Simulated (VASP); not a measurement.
Calculation: LDA (Ceperley-Alder, Perdew-Zunger), VASP's LDA PAW potentials (set 64) (plane waves; VASP 6.6.1).

VASP ran on this input.

### KPOINTS
```
Automatic mesh
0
Gamma
11 11 11
0 0 0
```

### INCAR
```
SYSTEM=PdIn
PREC=Accurate; ENCUT=520; LREAL=F
LASPH=T
EDIFF=1E-7; NELM=100; ALGO=Normal
LMAXMIX=4
ISMEAR=1; SIGMA=0.1
ISIF=2
LWAVE=F; LCHARG=F
```

**POSCAR**
```
PdIn
1
    3.1538640491     0.0000000000     0.0000000000
    0.0000000000     3.1538640491     0.0000000000
    0.0000000000     0.0000000000     3.1538640491
In Pd
1 1
Direct
  0.5000000000   0.5000000000   0.5000000000
  0.0000000000   0.0000000000   0.0000000000
```

POTCAR, in this order: In_d Pd (LDA.64 set). Program: vasp_std.

Output

File OSZICAR:
```
       N       E                     dE             d eps       ncg     rms          rms(c)
DAV:   1     0.164093895785E+03    0.16409E+03   -0.11564E+04  1695   0.205E+03
DAV:   2    -0.337527780403E+01   -0.16747E+03   -0.16349E+03  1757   0.422E+02
DAV:   3    -0.108992436984E+02   -0.75240E+01   -0.74711E+01  2093   0.954E+01
DAV:   4    -0.110333056264E+02   -0.13406E+00   -0.13403E+00  2057   0.119E+01
DAV:   5    -0.110396208938E+02   -0.63153E-02   -0.63152E-02  2545   0.234E+00    0.900E+00
DAV:   6    -0.108064102129E+02    0.23321E+00   -0.54951E-01  1967   0.112E+01    0.422E+00
DAV:   7    -0.107526981679E+02    0.53712E-01   -0.83861E-02  2287   0.650E+00    0.176E+00
DAV:   8    -0.107425052114E+02    0.10193E-01   -0.20011E-02  2023   0.142E+00    0.488E-01
DAV:   9    -0.107412771213E+02    0.12281E-02   -0.20779E-03  2184   0.904E-01    0.882E-02
DAV:  10    -0.107412463960E+02    0.30725E-04   -0.57680E-05  2331   0.153E-01    0.423E-02
DAV:  11    -0.107412455960E+02    0.79999E-06   -0.41026E-06  2008   0.217E-02    0.930E-03
DAV:  12    -0.107412455975E+02   -0.14575E-08   -0.23871E-07  1980   0.514E-03
   1 F= -.10741246E+02 E0= -.10740922E+02  d E =-.969498E-03
```

File OUTCAR:
```
------------------------ aborting loop because EDIFF is reached ----------------------------------------
  FORCE on cell =-STRESS in cart. coord.  units (eV):
  Direction    XX          YY          ZZ          XY          YZ          ZX
  --------------------------------------------------------------------------------------
  Total        2.1065609      2.1065609      2.1065609     -0.0000000     -0.0000000      0.0000000
  in kB      107.5859812    107.5859812    107.5859812     -0.0000000     -0.0000000      0.0000000
  external PRESSURE =     107.5859812 kB  Pullay stress =       0.0000000 kB
  volume of cell :       31.37
      direct lattice vectors                 reciprocal lattice vectors
     3.153864049  0.000000000  0.000000000     0.317071372  0.000000000  0.000000000
     0.000000000  3.153864049  0.000000000     0.000000000  0.317071372  0.000000000
     0.000000000  0.000000000  3.153864049     0.000000000  0.000000000  0.317071372
 POSITION                                       TOTAL-FORCE (eV/Angst)
 -----------------------------------------------------------------------------------
      1.57693      1.57693      1.57693         0.000000      0.000000      0.000000
      0.00000      0.00000      0.00000         0.000000      0.000000      0.000000
 -----------------------------------------------------------------------------------
    total drift:                                0.000000      0.000000     -0.000000
  FREE ENERGIE OF THE ION-ELECTRON SYSTEM (eV)
  ---------------------------------------------------
  free  energy   TOTEN  =       -10.7412455975 eV

  energy  without entropy=      -10.7402760998  energy(sigma->0) =      -10.74092243
```
(Selected blocks of OUTCAR.)

The compound is PdIn in the CsCl type structure. This cell is one point of a volume scan, at 0.94 of the reference volume. The electron count is odd and the run is not spin-polarised, which forces a metal.
